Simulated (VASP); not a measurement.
An input for Ansatz (written as the equivalent of a VASP run, and not itself run):

Ansatz 0.2 input:
```yaml
crystal:
  lattice:
    - [1.5566498, -2.6961965, 0.0000000]
    - [1.5566498, 2.6961965, 0.0000000]
    - [0.0000000, 0.0000000, 4.9837267]
  atoms:
    - { symbol: Al, position: [0.6666670, 0.3333330, 0.5000242] }
    - { symbol: Al, position: [0.3333330, 0.6666670, 0.0000242] }
    - { symbol: N, position: [0.6666670, 0.3333330, 0.8819758] }
    - { symbol: N, position: [0.3333330, 0.6666670, 0.3819758] }
kpoints:
  mp_grid: { grid: [7, 7, 4] }
hamiltonian:
  xc: r2scan
  pseudopotentials: { kind: paw }
scf:
  occupations: { method: gaussian, width: 0.05 }
  max_iter: 100
relax:
  max_steps: 60
  f_tol: 0.02
  cell: {}
output: { forces: true, stress: true, eigenvalues: true }
```

Translate this input to VASP (INCAR, KPOINTS, POSCAR, choice of POTCAR).

One answer among several that fit: 
INCAR:
```
# general
SYSTEM  = AlN
PREC    = Accurate
ENCUT   = 520
LREAL   = F
LASPH   = T

# electronic loop
EDIFF   = 1E-6
NELM    = 100
ALGO    = Normal
LMIXTAU = T

# smearing
ISMEAR  = 0
SIGMA   = 0.05

# functional
METAGGA = R2SCAN

# ions
IBRION  = 2
NSW     = 60
ISIF    = 3
EDIFFG  = -0.02

# output
LWAVE   = F
LCHARG  = F
```

File KPOINTS:
```
Automatic mesh
0
Gamma
7 7 4
0 0 0
```

### POSCAR
```
AlN
1.0
  1.5566497979  -2.6961965337   0.0000000000
  1.5566497979   2.6961965337   0.0000000000
  0.0000000000   0.0000000000   4.9837267432
Al N
2 2
Cart
  1.5566497979  -0.8987339754   2.4919841143
  1.5566497979   0.8987339754   0.0001207427
  1.5566497979  -0.8987339754   4.3955262448
  1.5566497979   0.8987339754   1.9036628732
```

POTCAR, in this order: Al N (PBE.64 set). Program: vasp_std.

What does not carry over: each code has its own PAW files, so the cut-off isn't converted (ENCUT is set for VASP's; basis.ecutwfc is left out, and Ansatz then takes the one that its files recommend); Ansatz stops its SCF on the density residual and VASP on the energy change (EDIFF).

The compound is AlN in the wurtzite structure. This run relaxes it. Symmetry was kept, so distortions that lower it aren't found. The start is the result of an earlier pass.
